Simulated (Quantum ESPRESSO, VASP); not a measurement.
**Pt: from C11, C12, C44 to the moduli of a polycrystal**

The cell as given, ahead of any relaxation:

```
Pt
1.0
     0.00000    1.97000    1.97000
     1.97000    0.00000    1.97000
     1.97000    1.97000    0.00000
Pt
1
Direct
  0.00000 0.00000 0.00000
```

Constants in GPa on the cubic axes, for the cell relaxed at the run's level, where symmetry holds the atoms; no spin polarisation, no spin-orbit coupling. Meshes are those of the run's cell of 1 atom. Occupations: methfessel-paxton 0.15 eV (run 1); methfessel-paxton 0.15 eV (run 2); methfessel-paxton 0.15 eV (run 3). Space group Fm-3m.

```csv
run,level,program and potentials,k mesh,cell,C11,C12,C44
1,LDA,"VASP, LDA PAW files Pt, 600 eV",20 × 20 × 20,"relaxed, 14.80 Å³ an atom",379.7,271.3,81.6
2,PBE,"VASP, PBE PAW files Pt, 600 eV",20 × 20 × 20,"relaxed, 15.61 Å³ an atom",308.3,221.4,63.6
3,PBEsol,"VASP, PBE PAW files Pt, 600 eV (made for PBE)",20 × 20 × 20,"relaxed, 15.02 Å³ an atom",359.8,255.6,77.8
```

For a metal even such meshes can leave the constants, above all C11 - C12, uncertain by ten GPa.

Task: For run 1, work out the bulk, shear and Young's moduli of a random polycrystal, Poisson's ratio and the anisotropy, and test the cell's stability.

Result: From the values as printed: B = (C11 + 2 C12)/3 = 307.4 GPa. Voigt: G_V = (C11 - C12 + 3 C44)/5 = 70.6; Reuss: G_R = 5 C44 (C11 - C12)/[4 C44 + 3 (C11 - C12)] = 67.9; Hill's mean, from the unrounded bounds, G = 69.3 GPa. Young's modulus E = 9BG/(3B + G) = 193.4 GPa, Poisson's ratio ν = (3B - 2G)/[2(3B + G)] = 0.395. Zener's ratio 2 C44/(C11 - C12) = 1.51, so the crystal is stiffest along ⟨111⟩ and softest along ⟨100⟩. C11 > |C12|, C11 + 2 C12 > 0 and C44 > 0 hold, so the cell is stable against small uniform strains, which says nothing of soft phonons. B/G = 4.44 lies over Pugh's 1.75, a rough sign of ductile behaviour. An equation of state at this level (Quantum ESPRESSO, GBRV 1.5 LDA; mesh 20 × 20 × 20) gives B0 = 309.9 GPa at its minimum of 14.74 Å³ an atom, against 14.80 here. Over the runs shown B spans 250.4 to 307.4 GPa and C44 63.6 to 81.6.
